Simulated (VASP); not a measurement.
# Mg6Re2H13 (a cell with a defect) in VASP: a series of runs

Runs on Mg6Re2H13 (a cell with a defect). Level: PBEsol. Tasks: single point, molecular dynamics.

Program: VASP 6.6.1. These are calculated values, not measurements. Logs are shortened: lines on timing, memory, paths and dates and some standing lists are left out, and cuts for length are marked.

## 1. The structure

The cell holds a defect, 21 atoms: a = 4.824 Å, b = 4.824 Å, c = 10.547 Å, α = 90.00°, β = 90.00°, γ = 120.00°.

## 2. Single point, PBEsol

File INCAR:

```
SYSTEM = Mg6Re2H13
PREC = Accurate
ENCUT = 520
EDIFF = 1E-6
ISMEAR = -1
SIGMA = 0.05
LREAL = Auto
LASPH = .TRUE.
NELM = 100
ALGO = Normal
ISIF = 2
LWAVE = .FALSE.
LCHARG = .FALSE.
GGA = PS
NBANDS = 36
NELECT = 40.0
```

File KPOINTS:

```
Automatic mesh
0
G
  2 2 1
  0 0 0
```

File POSCAR:

```
Mg6Re2H13
1.0
    4.8243580000      0.0000000000      0.0000000000
   -2.4121790000      4.1780160000      0.0000000000
    0.0000000000      0.0000000000     10.5465420000
Mg Re H
6 2 13
Direct
    0.6559193873      0.3067724011      0.9195810342
    0.3457755243      0.6542818410      0.0497509041
    0.3325603564      0.6538031448      0.4262534582
    0.6282789765      0.2199847966      0.6014388413
    0.0140842902     -0.1585920207      0.7526922094
   -0.1373604332     -0.1093102564      0.2469529823
   -0.0111624181      0.0163953417     -0.0024557812
    0.0308419560      0.0389658632      0.5033024095
    0.9116089617      0.6749615128      0.4312882839
    0.4445343189      0.2479885190      0.4257319603
    0.8878201425      0.1791998882      0.3935128690
    0.0515845976      0.3905442200      0.5869791255
    0.6947285824      0.8166555609      0.5861068016
    0.2284692840      0.8910688710      0.5950007121
    0.1598901370      0.2746758270      0.8646056689
    0.6560180036      0.8641422149      0.8884997566
    0.7789990060      0.6576087789      0.0706582309
    0.2990735212      0.1331732574      0.0860471612
    0.8891311950      0.2212054717      0.1085095001
    0.7079218180      0.4109845439      0.7360422023
    0.3636564672      0.6233820072      0.2491432737
```

Potentials or basis: VASP PAW PBE potentials, release 64 (Mg, Re, H).

Started as:

```
cat potpaw_PBE.64/Mg/POTCAR potpaw_PBE.64/Re/POTCAR potpaw_PBE.64/H/POTCAR > POTCAR
mpirun -np 1 vasp_std > vasp.out
```

OUTCAR:

```text
SYSTEM = Mg6Re2H13
   PREC = Accurate
   ENCUT = 520
   EDIFF = 1E-6
   ISMEAR = -1
   LREAL = Auto
   LASPH = .TRUE.
   NELM = 100
   ISIF = 2
   GGA = PS
   NELECT = 40.0

 ion  position               nearest neighbor table
   1  0.656  0.307  0.920-  20 1.98  16 2.16  17 2.18   7 2.73   5 2.88   7 2.91   2 3.05   2 3.07
                             7 3.08   2 3.19   5 3.28   4 3.38
   2  0.346  0.654  0.050-  17 2.09  21 2.11  16 2.15  19 2.24   7 2.73   7 2.75   6 3.00   1 3.05
                             7 3.05   1 3.07   1 3.19
   3  0.333  0.654  0.426-  21 1.89   9 2.08  12 2.15  11 2.25  13 2.27   8 2.69   6 2.92   8 2.99
                             4 3.00   8 3.03   4 3.50   6 3.55   4 3.58
   4  0.628  0.220  0.601-  20 1.63  14 1.78  12 1.79  10 2.09  13 2.13   8 2.70   8 2.76   3 3.00
                             5 3.04   5 3.07   1 3.38   3 3.50   5 3.57   3 3.58
   5  0.014  0.841  0.753-  20 1.86  14 1.91  15 2.19   7 2.74   8 2.78   1 2.88   4 3.04   4 3.07
                             1 3.28   4 3.57
   6  0.863  0.891  0.247-  11 2.04  21 2.09  17 2.10  19 2.12   9 2.27   7 2.70   8 2.81   3 2.92
                             2 3.00   3 3.55
   7  0.989  0.016  0.998-  18 1.61  17 1.69  19 1.75  15 1.78  16 1.81   6 2.70   2 2.73   1 2.73
                             5 2.74   2 2.75   1 2.91   2 3.05   1 3.08
   8  0.031  0.039  0.503-  11 1.66  13 1.67   9 1.73  14 1.74  12 1.87  10 1.91   3 2.69   4 2.70
                             4 2.76   5 2.78   6 2.81   3 2.99   3 3.03
   9  0.912  0.675  0.431-   8 1.73   3 2.08   6 2.27
  10  0.445  0.248  0.426-   8 1.91   4 2.09
  11  0.888  0.179  0.394-   8 1.66   6 2.04   3 2.25
  12  0.052  0.391  0.587-   4 1.79   8 1.87   3 2.15
  13  0.695  0.817  0.586-   8 1.67   4 2.13   3 2.27
  14  0.228  0.891  0.595-   8 1.74   4 1.78   5 1.91
  15  0.160  0.275  0.865-   7 1.78   5 2.19
  16  0.656  0.864  0.888-   7 1.81   2 2.15   1 2.16
  17  0.779  0.658  0.071-   7 1.69   2 2.09   6 2.10   1 2.18
  18  0.299  0.133  0.086-   7 1.61
  19  0.889  0.221  0.109-   7 1.75   6 2.12   2 2.24
  20  0.708  0.411  0.736-   4 1.63   5 1.86   1 1.98
  21  0.364  0.623  0.249-   3 1.89   6 2.09   2 2.11

  LATTYP: Found a hexagonal cell.
 ALAT       =     4.8243580000
 C/A-ratio  =     2.1861026897

  Lattice vectors:

 A1 = (   4.8243580000,   0.0000000000,   0.0000000000)
 A2 = (  -2.4121790000,   4.1780160000,   0.0000000000)
 A3 = (   0.0000000000,   0.0000000000,  10.5465420000)

Analysis of symmetry for initial positions (statically):
=====================================================================
 Subroutine PRICEL returns:
 Original cell was already a primitive cell.

 Routine SETGRP: Setting up the symmetry group for a
 hexagonal supercell.

 Subroutine GETGRP returns: Found  1 space group operations
 (whereof  1 operations were pure point group operations)
[... 145 lines left out ...]
   NUPDOWN=      -1.0000    fix difference up-down
   EMIN   =  10.00;   EMAX   =-10.00  energy-range for DOS
   EFERMI =   0.00;   METHOD = LEGACY
   ISMEAR =    -1;   SIGMA  =   0.05  broadening in eV -4-tet -1-fermi 0-gaus
   EFERMI_NEDOS =   21; number of points for ismear=-14 and -15
   IALGO  =     38    algorithm
   IMIX   =      4    mixing-type and parameters
     AMIX     =   0.40;   BMIX     =  1.00
     AMIX_MAG =   1.60;   BMIX_MAG =  1.00
  volume/ion in A,a.u.               =      10.12        68.31
  Fermi-wavevector in a.u.,A,eV,Ry     =   0.938113  1.772776 11.973876  0.880055
  Thomas-Fermi vector in A             =   2.065291
   LORBIT       =      0    0 simple, 1 ext, 2 COOP (PROOUT), +10 PAW based schemes
   GGA     = PS    functional components
   LHFCALC =     F    Hartree Fock is set to
   AEXX    =    0.0000 exact exchange contribution
   IVDW    =     0    specifies the selected vdW correction
   LEPSILON=     F    determine dielectric tensor
   LRPA    =     F    only Hartree local field effects (RPA)
 non-spin polarized calculation
  energy-cutoff  :      520.00
  volume of cell :      212.58
 maximum number of plane-waves:      5728
 NGX is ok and might be reduce to    36
   NGX = 17   NGY = 17   NGZ = 39

 number of electron      39.9999998 magnetization

 Free energy of the ion-electron system (eV)
  ---------------------------------------------------
  ext. energy  EPLUGINS =         0.00000000
  ---------------------------------------------------
  free energy    TOTEN  =       -79.30799111 eV

  energy without entropy =      -79.29683712  energy(sigma->0) =      -79.30241412

 E-fermi :   3.4817     XC(G=0):  -9.4449

 val. band max:        3.3355961585   @ k =   0.0000   0.0000   0.0000
 cond. band min:       3.6487448374   @ k =   0.5000   0.5000   0.0000
 fundamental gap:      0.3131486789
 Fermi energy:         3.4817132790

 k-point     1 :       0.0000    0.0000    0.0000
  band No.  band energies     occupation
      1      -7.4235      2.00000
      2      -6.0574      2.00000
      3      -4.8322      2.00000
      4      -3.3634      2.00000
      5      -3.0411      2.00000
      6      -2.5902      2.00000
[... 129 lines left out ...]
     31       8.1176      0.00000
     32       8.3383      0.00000
 [bands above 32 left out]

------------------------ aborting loop because EDIFF is reached ----------------------------------------

  FORCE on cell =-STRESS in cart. coord.  units (eV):
  Direction    XX          YY          ZZ          XY          YZ          ZX
  --------------------------------------------------------------------------------------
  -------------------------------------------------------------------------------------
  Total       10.6730053     12.7459947      6.9759120      1.6018662     -0.0538435      1.1306406
  in kB       80.4410245     96.0648711     52.5765232     12.0730528     -0.4058112      8.5214880
  external PRESSURE =      76.3608063 kB  Pullay stress =       0.0000000 kB

 VOLUME and BASIS-vectors are now :
 -----------------------------------------------------------------------------
  energy-cutoff  :      520.00
  volume of cell :      212.58
      direct lattice vectors                 reciprocal lattice vectors
     4.824358000  0.000000000  0.000000000     0.207281466  0.119674027  0.000000000
    -2.412179000  4.178016000  0.000000000     0.000000000  0.239348054  0.000000000
     0.000000000  0.000000000 10.546542000     0.000000000  0.000000000  0.094817809

 POSITION                                       TOTAL-FORCE (eV/Angst)
 -----------------------------------------------------------------------------------
      2.42440      1.28170      9.69840        -0.192981      0.035634      0.641745
      0.08990      2.73360      0.52470        -1.065106      0.134224     -0.310099
      0.02730      2.73160      4.49550         0.018201      0.152194      0.409841
      2.50040      0.91910      6.34310        -0.168570      0.332917     -1.735542
     -1.96168      3.51542      7.93830        -0.577960      0.574450      0.772603
      2.01318      3.72132      2.60450         0.422464      0.416175     -0.070606
[... 13 lines left out ...]
      2.42390      1.71710      7.76270        -0.156754      0.353221      1.388022
      0.25070      2.60450      2.62760         0.255261      0.476117      0.005842
 -----------------------------------------------------------------------------------
    total drift:                               -0.002326     -0.005088     -0.001465

  FREE ENERGIE OF THE ION-ELECTRON SYSTEM (eV)
  ---------------------------------------------------
  free  energy   TOTEN  =       -79.3079911136 eV

  energy  without entropy=      -79.2968371189  energy(sigma->0) =      -79.30241412
```

OSZICAR:

```text
N       E                     dE             d eps       ncg     rms          rms(c)
DAV:   1     0.693242519632E+02    0.69324E+02   -0.15277E+04   516   0.101E+03
DAV:   2    -0.780159149796E+02   -0.14734E+03   -0.13828E+03   520   0.260E+02
DAV:   3    -0.851311373466E+02   -0.71152E+01   -0.70552E+01   512   0.599E+01
DAV:   4    -0.852636969412E+02   -0.13256E+00   -0.13223E+00   496   0.143E+01
DAV:   5    -0.852683837970E+02   -0.46869E-02   -0.46830E-02   520   0.322E+00    0.527E+01
DAV:   6    -0.808327242830E+02    0.44357E+01   -0.31098E+00   512   0.149E+01    0.321E+01
DAV:   7    -0.794226546890E+02    0.14101E+01   -0.48810E+00   496   0.261E+01    0.127E+01
DAV:   8    -0.793062102085E+02    0.11644E+00   -0.53416E-01   528   0.117E+01    0.142E+00
DAV:   9    -0.793069421846E+02   -0.73198E-03   -0.59062E-02   496   0.149E+00    0.106E+00
DAV:  10    -0.793076666757E+02   -0.72449E-03   -0.67068E-03   528   0.133E+00    0.112E+00
DAV:  11    -0.793080131746E+02   -0.34650E-03   -0.19588E-03   512   0.602E-01    0.241E-01
DAV:  12    -0.793079526283E+02    0.60546E-04   -0.64506E-04   464   0.208E-01    0.825E-02
DAV:  13    -0.793079864181E+02   -0.33790E-04   -0.23795E-04   488   0.153E-01    0.414E-02
DAV:  14    -0.793079884005E+02   -0.19825E-05   -0.14806E-05   464   0.335E-02    0.188E-02
DAV:  15    -0.793079910488E+02   -0.26482E-05   -0.10805E-05   440   0.302E-02    0.598E-03
DAV:  16    -0.793079911136E+02   -0.64800E-07   -0.59877E-07   280   0.711E-03
   1 F= -.79307991E+02 E0= -.79302414E+02  d E =-.111540E-01
```

Run time: 64 s. Hardware: 1 thread of Intel Xeon Platinum 8488C (Sapphire Rapids), shared host; peak memory 0.3 GiB.

Results:

```yaml
Free_energy: -79.3080 eV
Largest_force: 3.018 eV/Å
Band_gap_on_the_k_mesh: 0.31 eV, indirect (least direct gap 1.14 eV)
```

Forces on the atoms (eV/Å):
```
Mg  -0.193  0.036  0.642
Mg  -1.065  0.134 -0.310
Mg   0.018  0.152  0.410
Mg  -0.169  0.333 -1.736
Mg  -0.578  0.574  0.773
Mg   0.422  0.416 -0.071
Re  -1.030 -1.339 -2.500
Re   1.869  0.118 -0.319
H   -0.027  0.008 -0.341
H   -1.352 -0.514  0.406
H   -0.893  0.453 -0.860
H    1.612 -0.681 -0.361
H   -0.729 -0.603  0.493
H   -0.193 -0.508  0.095
H    0.046  0.158  0.601
H    0.189  0.200  0.207
H    0.174 -0.576  0.377
H    1.815  0.712  1.297
H   -0.015  0.098 -0.195
H   -0.157  0.353  1.388
H    0.255  0.476  0.006
```

Caveat: the k mesh is coarse (spacing up to 0.75 Å⁻¹), so the values aren't converged; the cell carries a net charge on a neutralising background, which shifts energy and pressure; the cell is charged against a uniform background, so pressure and absolute levels hang on convention; the PAW data sets were made with another functional, which shifts forces and pressure a little; spin-orbit coupling is left out, which moves the levels of the heavy elements.

## 3. Single point, PBEsol

File INCAR:

```
SYSTEM = Mg6Re2H13
PREC     = Accurate       ! precision mode
ENCUT    = 520            ! plane-wave cutoff, eV
EDIFF    = 1E-6           ! SCF threshold, eV
ISMEAR   = -1             ! smearing method
SIGMA    = 0.05           ! smearing width, eV
LREAL    = Auto         
LASPH    = .True.         ! aspherical terms in the spheres
NELM     = 100            ! most SCF steps
ALGO     = Fast           ! electronic algorithm
ISIF     = 2              ! what is computed and relaxed
LWAVE    = .False.        ! write WAVECAR
LCHARG   = .False.        ! write CHGCAR
GGA      = PS             ! functional
NELECT   = 40.0         
NBANDS   = 36             ! bands
```

File KPOINTS:

```
Automatic mesh
0
Gamma
  2 2 1
  0 0 0
```

File POSCAR:

```
Mg6Re2H13
1.0
    4.8243580000      0.0000000000      0.0000000000
   -2.4121790000      4.1780160000      0.0000000000
    0.0000000000      0.0000000000     10.5465420000
Mg Re H
6 2 13
Direct
    0.6035926504      0.3258245062      0.9572711131
    0.2556336846      0.6846790438      0.0317734476
    0.3506003087      0.6798920827      0.4353749314
    0.6730330482      0.3352787543      0.5535084391
    0.0365775702     -0.1412153520      0.7732297468
   -0.0814802958     -0.0353995772      0.2342758413
   -0.0143569791      0.0055289401     -0.0010335141
    0.0327495230      0.0125179032      0.5028662475
    0.7972741443      0.6643105244      0.4095370786
    0.3569389352      0.0976300713      0.3881082539
    0.9684356956      0.1851357199      0.3847801488
    0.2388067996      0.3754652926      0.5856801215
    0.7544344978      0.8922895460      0.6023775376
    0.2678819765      0.8967653547      0.6066253754
    0.2495333319      0.3768535113      0.9175329696
    0.6165419753      0.8553342065      0.9022862660
    0.6646087611      0.6759907095      0.0947703996
    0.2813590638      0.0926037622      0.0816381331
    0.9182220298      0.2634264684      0.1045555975
    0.8225569546      0.4166810275      0.7655874314
    0.4048713533      0.6819744108      0.2671586573
```

Potentials or basis: VASP PAW PBE potentials, release 64 (Mg, Re, H).

Started as:

```
cat potpaw_PBE.64/Mg/POTCAR potpaw_PBE.64/Re/POTCAR potpaw_PBE.64/H/POTCAR > POTCAR
mpirun -np 1 vasp_std > vasp.out
```

It took 51 s on 1 thread of Intel Xeon Platinum 8488C (Sapphire Rapids), shared host; peak memory 0.31 GiB.

Results (log left out):

```
Free energy            : -78.8990 eV
Largest force          : 5.983 eV/Å
Band gap on the k mesh : 1.10 eV, indirect (least direct gap 2.01 eV)
```

Forces in eV/Å, atoms in the order of the input:
```
Mg   1.484  0.696 -1.079
Mg   1.328 -0.716  0.470
Mg   0.160 -0.093  0.326
Mg   0.740  0.168  0.786
Mg  -0.320 -0.008 -0.921
Mg  -0.064 -0.454  1.320
Re  -5.952 -0.072 -0.604
Re   4.299 -0.208 -1.758
H    0.195  0.152  0.258
H   -0.580  0.014  0.508
H   -1.383  1.299 -0.830
H   -0.095 -0.228  0.096
H   -2.147 -0.790  2.118
H   -0.819  0.032 -0.449
H   -0.495 -1.221 -0.230
H    0.761  0.743 -0.093
H    0.681  0.580 -0.714
H    2.827  0.870  2.391
H    0.001 -0.308 -0.245
H   -0.623 -0.564 -0.637
H    0.002  0.107 -0.713
```

Levels at points of the mesh, in eV from the valence-band top:
| k point | band 18 | band 19 | band 20 | band 21 | band 22 | band 23 |
| --- | --- | --- | --- | --- | --- | --- |
| (0.00, 0.00, 0.00) | -1.65 | -1.35 | 0.00 | 2.09 | 2.40 | 2.59 |
| (0.50, 0.00, 0.00) | -1.23 | -1.20 | -0.96 | 1.10 | 1.54 | 2.33 |
| (0.00, 0.50, 0.00) | -1.30 | -1.20 | -0.75 | 1.26 | 1.77 | 2.58 |
| (0.50, 0.50, 0.00) | -1.35 | -1.16 | -1.13 | 1.31 | 1.48 | 2.20 |

Caveat: the k mesh is coarse (spacing up to 0.75 Å⁻¹), so the values aren't converged; the cell carries a net charge on a neutralising background, which shifts energy and pressure; the cell is charged against a uniform background, so pressure and absolute levels hang on convention; the PAW data sets were made with another functional, which shifts forces and pressure a little; spin-orbit coupling is left out, which moves the levels of the heavy elements.

## 4. Single point, PBEsol

INCAR is that of step 3.

File KPOINTS:

```
regular mesh
0
Gamma
  2 2 1
  0 0 0
```

File POSCAR:

```
Mg6Re2H13
1.0
    4.8243580000      0.0000000000      0.0000000000
   -2.4121790000      4.1780160000      0.0000000000
    0.0000000000      0.0000000000     10.5465420000
Mg Re H
6 2 13
Direct
    0.7130448530      0.3700320918      0.9226436495
    0.3553460371      0.6577523877      0.0602377538
    0.3895363604      0.6815675191      0.4332889396
    0.7008456498      0.3401614546      0.5737899683
    0.0289854556     -0.0551218569      0.7477332381
   -0.0076441463      0.0661318674      0.2539505366
   -0.0484654898      0.0045954826      0.0032617326
    0.0240868248     -0.0131402082      0.4980400211
    0.8792742766      0.6567231911      0.3907441889
    0.3837916869      0.1607461532      0.3946886098
    0.8666665826      0.1649586790      0.4150270297
    0.0877709964      0.2931534968      0.5996752300
    0.7011154084      0.8645012370      0.5899184775
    0.3133703358      0.9173492873      0.5683948350
    0.0662615764      0.2845848364      0.8809807044
    0.6083997968      0.9005709887      0.9032534076
    0.7734996681      0.6748418388      0.0969322457
    0.2841959396      0.1128286727      0.0829940278
    0.8490959844      0.2223064727      0.1130512731
    0.8025865795      0.4414535512      0.7597561362
    0.3773211277      0.5954500892      0.2642003417
```

Started as:

```
cat potpaw_PBE.64/Mg/POTCAR potpaw_PBE.64/Re/POTCAR potpaw_PBE.64/H/POTCAR > POTCAR
mpirun -np 1 vasp_std > vasp.out
```

Wall time 50 s (1 thread of Intel Xeon Platinum 8488C (Sapphire Rapids), shared host); peak memory 0.31 GiB.

The run converged. Its results:

```yaml
Free_energy: -79.7123 eV
Largest_force: 2.862 eV/Å
Band_gap_on_the_k_mesh: 0.34 eV, indirect (least direct gap 1.06 eV)
```

Forces in eV/Å, atoms in the order of the input:
```
Mg  -0.876 -0.077  1.075
Mg  -1.407 -0.230 -0.012
Mg  -0.305 -0.608 -0.160
Mg  -0.054  0.428  0.068
Mg   0.008 -0.326  1.274
Mg   0.618 -0.117 -0.979
Re  -0.356  0.665 -1.456
Re   2.677  0.825 -0.584
H    0.037  0.248  0.427
H   -0.852 -0.180  0.400
H   -1.068  0.422 -0.517
H    0.551  0.472  0.109
H   -0.516 -0.845  0.549
H   -0.610 -0.529  0.573
H    0.539  0.445  0.195
H    0.501 -0.148  0.298
H    0.171 -0.570  0.356
H    1.407  0.447  0.787
H    0.081 -0.136 -0.505
H   -0.203 -0.189 -1.553
H   -0.344  0.005 -0.344
```

Levels at points of the mesh, in eV from the valence-band top:
| k point | band 17 | band 18 | band 19 | band 20 | band 21 | band 22 | band 23 | band 24 |
| --- | --- | --- | --- | --- | --- | --- | --- | --- |
| (0.00, 0.00, 0.00) | -2.23 | -1.83 | -1.59 | 0.00 | 1.09 | 1.65 | 1.96 | 2.38 |
| (0.50, 0.00, 0.00) | -2.21 | -1.48 | -1.15 | -0.72 | 0.34 | 0.75 | 1.93 | 2.15 |
| (0.00, 0.50, 0.00) | -1.91 | -1.54 | -1.18 | -0.80 | 0.57 | 0.67 | 1.52 | 2.21 |
| (0.50, 0.50, 0.00) | -2.46 | -1.68 | -1.12 | -0.99 | 0.49 | 1.24 | 1.76 | 2.32 |

Caveat: the k mesh is coarse (spacing up to 0.75 Å⁻¹), so the values aren't converged; the cell carries a net charge on a neutralising background, which shifts energy and pressure; the cell is charged against a uniform background, so pressure and absolute levels hang on convention; the PAW data sets were made with another functional, which shifts forces and pressure a little; spin-orbit coupling is left out, which moves the levels of the heavy elements.

(Part 1 of 2 ends here.)
